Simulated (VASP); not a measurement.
OSZICAR of a VASP run on Au (fcc):

### OSZICAR
```
       N       E                     dE             d eps       ncg     rms          rms(c)
DAV:   1     0.434822130794E+02    0.43482E+02   -0.57512E+03  3242   0.108E+03
DAV:   2    -0.315142009208E+01   -0.46634E+02   -0.44153E+02  3094   0.198E+02
DAV:   3    -0.356788894178E+01   -0.41647E+00   -0.41614E+00  3536   0.197E+01
DAV:   4    -0.356900315634E+01   -0.11142E-02   -0.11140E-02  3391   0.107E+00
DAV:   5    -0.356901029727E+01   -0.71409E-05   -0.71373E-05  3329   0.841E-02    0.788E+00
DAV:   6    -0.326954990956E+01    0.29946E+00   -0.10476E+00  3043   0.985E+00    0.494E+00
DAV:   7    -0.325233459040E+01    0.17215E-01   -0.68598E-02  3220   0.248E+00    0.256E+00
DAV:   8    -0.325014231314E+01    0.21923E-02   -0.11155E-03  3098   0.367E-01    0.251E-01
DAV:   9    -0.325012537985E+01    0.16933E-04   -0.62746E-06  3350   0.283E-02    0.217E-02
DAV:  10    -0.325012981838E+01   -0.44385E-05   -0.19886E-06  3255   0.181E-02    0.568E-03
DAV:  11    -0.325012965425E+01    0.16413E-06   -0.42419E-08  2298   0.202E-03    0.320E-04
DAV:  12    -0.325012962942E+01    0.24829E-07   -0.29226E-09  1569   0.611E-04
   1 F= -.32501296E+01 E0= -.32501296E+01  d E =0.000000E+00
```

Task: Which electronic solver shows in the log?

Result: It is blocked Davidson (ALGO = Normal, or the opening steps of other solvers). The INCAR had ALGO = Normal.

Task: Can the final energy be trusted as converged?

Result: The calculation finished and met its thresholds. It stopped with EDIFF = 1E-7, NELM = 100 (PW91 GGA, plane waves, VASP's PBE PAW potentials (set 64)).

The compound is Au in the fcc structure. It was relaxed first, which changed the volume by +6 %.
